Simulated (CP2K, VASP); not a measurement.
VASP ran on this input.

### INCAR
```
SYSTEM = CaRbH3
PREC = Accurate
ENCUT = 300
EDIFF = 1E-6
NELM = 100
ALGO = Normal
LREAL = .FALSE.
LASPH = .TRUE.
ISMEAR = 0
SIGMA = 0.272
LMAXMIX = 4
LWAVE = .FALSE.
LCHARG = .FALSE.
ISIF = 2
```

**POSCAR**
```
CaRbH3
1
    4.5209700000     0.0000000000     0.0000000000
    0.0000000000     4.5209700000     0.0000000000
    0.0000000000     0.0000000000    16.7815000000
Rb Ca H
2 2 6
Direct
  0.0000000000   0.0000000000   0.4326490000
  0.0000000000   0.0000000000   0.7020530000
  0.5000000000   0.5000000000   0.2979470000
  0.5000000000   0.5000000000   0.5673510000
  0.5000000000   0.0000000000   0.2979470000
  0.0000000000   0.5000000000   0.2979470000
  0.5000000000   0.5000000000   0.4326490000
  0.5000000000   0.0000000000   0.5673510000
  0.0000000000   0.5000000000   0.5673510000
  0.5000000000   0.5000000000   0.7020530000
```

File KPOINTS:
```
Automatic mesh
0
Gamma
5 5 1
0 0 0
```

POTCAR, in this order: Rb_sv Ca_sv H (LDA.64 set). Program: vasp_std.

### Question
Translate it to CP2K.

### Answer
One input that does it (LDA (Pade form), GPW, DZVP-MOLOPT-SR-GTH basis, GTH-PADE potentials (GTH_POTENTIALS)):
```
&GLOBAL
  PROJECT bulk
  RUN_TYPE ENERGY_FORCE
  PRINT_LEVEL MEDIUM
&END GLOBAL
&FORCE_EVAL
  METHOD Quickstep
  STRESS_TENSOR ANALYTICAL
  &DFT
    BASIS_SET_FILE_NAME BASIS_MOLOPT
    POTENTIAL_FILE_NAME GTH_POTENTIALS
    &QS
      METHOD GPW
      EPS_DEFAULT 1E-10
    &END QS
    &MGRID
      CUTOFF 500
      REL_CUTOFF 40
      NGRIDS 5
    &END MGRID
    &SCF
      SCF_GUESS ATOMIC
      EPS_SCF 1E-6
      MAX_SCF 100
      ADDED_MOS 8
      &DIAGONALIZATION
        ALGORITHM STANDARD
      &END DIAGONALIZATION
      &MIXING
        METHOD BROYDEN_MIXING
        ALPHA 0.2
        NBUFFER 8
      &END MIXING
      &SMEAR ON
        METHOD GAUSSIAN
        SIGMA [eV] 0.272
      &END SMEAR
    &END SCF
    &KPOINTS
      SCHEME MONKHORST-PACK 5 5 1
    &END KPOINTS
    &XC
      &XC_FUNCTIONAL PADE
      &END XC_FUNCTIONAL
    &END XC
    &PRINT
      &MO
        EIGENVALUES T
        OCCUPATION_NUMBERS T
        NDIGITS 8
        FILENAME mo
        &EACH
          QS_SCF 0
        &END EACH
        ADD_LAST NUMERIC
      &END MO
      &MULLIKEN ON
      &END MULLIKEN
    &END PRINT
  &END DFT
  &SUBSYS
    &CELL
      A 4.52097000 0.00000000 0.00000000
      B 0.00000000 4.52097000 0.00000000
      C 0.00000000 0.00000000 16.78150000
      PERIODIC XYZ
    &END CELL
    &COORD
      SCALED
      Rb       0.00000000     0.00000000     0.43264900
      Rb       0.00000000     0.00000000     0.70205300
      Ca       0.50000000     0.50000000     0.29794700
      Ca       0.50000000     0.50000000     0.56735100
      H        0.50000000     0.00000000     0.29794700
      H        0.00000000     0.50000000     0.29794700
      H        0.50000000     0.50000000     0.43264900
      H        0.50000000     0.00000000     0.56735100
      H        0.00000000     0.50000000     0.56735100
      H        0.50000000     0.50000000     0.70205300
    &END COORD
    &KIND Rb
      BASIS_SET DZVP-MOLOPT-SR-GTH
      POTENTIAL GTH-PADE-q9
    &END KIND
    &KIND Ca
      BASIS_SET DZVP-MOLOPT-SR-GTH
      POTENTIAL GTH-PADE-q10
    &END KIND
    &KIND H
      BASIS_SET DZVP-MOLOPT-SR-GTH
      POTENTIAL GTH-PADE-q1
    &END KIND
  &END SUBSYS
  &PRINT
    &FORCES ON
    &END FORCES
    &STRESS_TENSOR ON
    &END STRESS_TENSOR
  &END PRINT
&END FORCE_EVAL
```
Both inputs were run and reached self-consistency, which says nothing on mesh or cut-off. Potentials, basis and cut-offs are each code's own, so they don't translate, and total energies aren't comparable.

VASP's LDA is the Perdew-Zunger fit; the other code's may be Perdew-Wang, which differs slightly.

The cell is a sheet with vacuum, built from a database entry that may be metastable or hypothetical.
